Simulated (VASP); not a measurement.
Energy against volume of Sr (fcc). All values below come from vdW-DF2, VASP's PBE PAW potentials (set 64) (plane waves; VASP).

```json
[
 {"V (Å³/atom)": "50.848", "E (eV/atom)": "0.84393"},
 {"V (Å³/atom)": "52.471", "E (eV/atom)": "0.83762"},
 {"V (Å³/atom)": "54.094", "E (eV/atom)": "0.83564"},
 {"V (Å³/atom)": "55.717", "E (eV/atom)": "0.83728"},
 {"V (Å³/atom)": "57.340", "E (eV/atom)": "0.84205"}
]
```

Q: Fit a third-order Birch-Murnaghan equation of state.

A: 
- volume per atom: 54.13 Å³/atom
- bulk modulus: 12.0 GPa
- pressure derivative of the bulk modulus: 4.41
- lattice constant a: 6.005 Å

Measured: bulk modulus 12.5 GPa at 0 K (computed value off by -4.2 %), as given by H. Levämäki et al., Physical Review B (2014), arXiv:1402.3671 [corrected for temperature and zero-point phonon effects]; a 6.045 Å at 0 K (computed value off by -0.7 %), as given by Gábor I. Csonka et al., Physical Review B (2009), arXiv:0903.4037 [low-temperature or extrapolated to 0 K; zero-point anharmonic expansion removed].

The compound is Sr in the fcc structure. It was relaxed first.
